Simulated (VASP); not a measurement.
Given:

```yaml
crystal:
  lattice:
    - [4.05517, 2.01968, 2.01968]
    - [2.01968, 4.05517, 2.01968]
    - [2.01968, 2.01968, 4.05517]
  atoms:
    - { symbol: Ni, position: [0.00000, 0.00000, 0.00000], spin: 1.3 }
    - { symbol: Ni, position: [0.50000, 0.50000, 0.50000], spin: -1.3 }
    - { symbol: O, position: [0.25000, 0.25000, 0.25000] }
    - { symbol: O, position: [0.75000, 0.75000, 0.75000] }
```

Computed with PBEsol GGA, VASP's PBE PAW potentials (set 64) (plane waves; VASP 6.6.1). Numerical set-up: 620 eV cut-off, 9×9×9 Γ-centred mesh, Gaussian smearing of 0.050 eV, potentials Ni O.

### Question
Predict the cell moment, energy per atom (σ→0), pressure.

### Answer

```
Property                       Result
---------------------  --------------
cell moment                   0.00 μB
energy per atom (σ→0)  -6.316 eV/atom
pressure                    10.00 GPa
```

### Question
Give the moment on each site (PAW-sphere projection).

### Answer

```tsv
site	moment (μB)
Ni1	1.23
Ni2	-1.23
O3	0.00
O4	0.00
```

Total energies compare only between runs with the same potentials, cut-off and functional.

The compound is NiO in the rock salt, AFM-II order structure. It was relaxed first under an external pressure of 10 GPa.
